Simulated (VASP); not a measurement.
Write the native input for VASP 6.6.1 that does the following.

```yaml
Task: relaxation of the atoms
Functional: PBEsol
Dispersion: D3
Potentials_or_basis: VASP PAW PBE potentials, release 64 (Zr_sv, B, C)
Cutoff: 500 eV
k_mesh: 8 × 8 × 8
Occupations: fermi-dirac, width 0.05 eV
Spin: no spin polarisation
Hubbard_terms: Zr d U = 4.5 eV, J = 1.0 eV
LDAUTYPE: 2
Hund's_J: 1
Further_INCAR_settings: ALGO = Normal; EDIFF = 1e-07; IBRION = 2; EDIFFG = -0.005; NSW = 40
```

The structure of ZrB4C lies in POSCAR:

```
ZrB4C
1.0
    0.0000000000      3.0591401287      3.0591401287
    3.0591401287      0.0000000000      3.0591401287
    3.0591401287      3.0591401287      0.0000000000
Zr B C
1 4 1
Direct
    0.2500000000      0.2500000000      0.2500000000
    0.6404400000      0.0786700000      0.6404400000
    0.0786700000      0.6404400000      0.6404400000
    0.6404400000      0.6404400000      0.0786700000
    0.6404400000      0.6404400000      0.6404400000
    0.0000000000      0.0000000000      0.0000000000
```

The cell was built by a generator and needn't be a form met in nature.

The cell isn't the ideal one: volume scaled by 1.08.

These files were run (other wordings do the same):

INCAR

```
SYSTEM = ZrB4C
ALGO = Normal
EDIFF = 1E-7
EDIFFG = -0.005
ENCUT = 500
GGA = PS
IBRION = 2
ISIF = 2
ISMEAR = -1
IVDW = 11
LASPH = .True.
LCHARG = .False.
LDAU = .True.
LDAUJ = 1 0 0
LDAUL = 2 -1 -1
LDAUPRINT = 1
LDAUTYPE = 2
LDAUU = 4.5 0 0
LMAXMIX = 4
LREAL = .False.
LWAVE = .False.
NELM = 100
NSW = 40
PREC = Accurate
SIGMA = 0.05
```

KPOINTS

```
k-points
0
Gamma
  8 8 8
  0 0 0
```

Potentials or basis: VASP PAW PBE potentials, release 64 (Zr_sv, B, C).

Run with:

```console
$ cat potpaw_PBE.64/Zr_sv/POTCAR potpaw_PBE.64/B/POTCAR potpaw_PBE.64/C/POTCAR > POTCAR
$ mpirun -np 1 vasp_std > vasp.out
```

It gave:

```
Energy gained by relaxing    : 7.0 meV/atom
Ionic steps                  : 5
Pressure after relaxing      : -11.5 GPa
Largest force after relaxing : 0.004 eV/Å
Band gap on the k mesh       : none (metal or under the smearing width)
Dispersion energy per atom   : -0.137 eV
```

Caveat: the PAW data sets were made with another functional, which shifts forces and pressure a little; U without spin polarisation on a metal has little footing; pairwise dispersion overbinds metals, which lowers pressure and volume; the U is typed as a test and isn't derived for this compound.

Wall time 3.7 min on 1 thread of Intel(R) Xeon(R) Platinum 8375C CPU @ 2.90GHz (Ice Lake), on a shared host, peak memory 0.23 GiB.
